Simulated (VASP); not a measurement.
## Zr3MoC: changing the functional

The cell as given:

```
CELL_PARAMETERS angstrom
4.94251 0.00000 0.00000
0.00000 4.94251 0.00000
0.00000 0.00000 4.94251
ATOMIC_POSITIONS crystal
Zr 0.50000 0.00000 0.00000
Zr 0.00000 0.50000 0.00000
Zr 0.00000 0.00000 0.50000
Mo 0.00000 0.00000 0.00000
C 0.50000 0.50000 0.50000
```

The cell comes from a database or a generator and needn't be the stable form of this composition.

Kept alike: task relaxation of cell and atoms; k mesh 5 × 5 × 5; occupations fermi-dirac, width 0.05 eV; no spin polarisation. Program: VASP, PAW files C, Mo_sv, Zr_sv, 600 eV. The mesh is that of the run's cell of 5 atoms. No spin-orbit coupling.

```csv
functional,volume (Å³/atom)
AM05,23.435
BLYP,25.635
LDA,22.853
PBE,24.454
PBEsol,23.482
PW91,24.454
RPBE,25.033
optB88-vdW,24.333
rev-vdW-DF2,24.008
revPBE,24.871
vdW-DF-cx,23.642
```

The relaxations keep at least the cell's symmetry (Pm-3m). For a metal such a mesh leaves the last digits unconverged. Relaxations stop with a little pressure left, so the last digits of a volume or edge aren't settled. Potentials were made for PBE (AM05, BLYP, PBE, PBEsol, PW91, RPBE, optB88-vdW, rev-vdW-DF2, revPBE, vdW-DF-cx); LDA (LDA).

Question: What does the functional change here?

Answer: The volume runs from 22.853 (LDA) to 25.635 Å³/atom (BLYP). From PBE: AM05 -1.019; BLYP +1.181; LDA -1.601; PBEsol -0.972; PW91 +0.000; RPBE +0.579; optB88-vdW -0.121; rev-vdW-DF2 -0.446; revPBE +0.417; vdW-DF-cx -0.812.

The volumes largely follow how strongly each functional rewards density gradients. LDA overbinds and gives the smallest cell. PBEsol and AM05, built to describe slowly varying densities in solids, expand it only modestly, while the stronger exchange enhancement of revPBE and RPBE pushes it beyond PBE. BLYP lies highest at 25.635 Å³/atom, probably in part because its correlation misses the uniform-electron-gas limit, which matters in a metal. The three van der Waals functionals all fall below PBE, but they also differ in exchange, so the contraction can't be credited to nonlocal correlation alone.

The structure itself is unusual. Molybdenum sits in the zirconium octahedron and carbon in the large twelve-fold cage, the reverse of the usual antiperovskite carbide, leaving the Zr–C contacts far longer than a normal carbide bond. The dilute density around carbon probably adds to the sensitivity to gradient corrections. The spread therefore shouldn't be carried over to zirconium or molybdenum carbides with octahedrally bonded carbon.
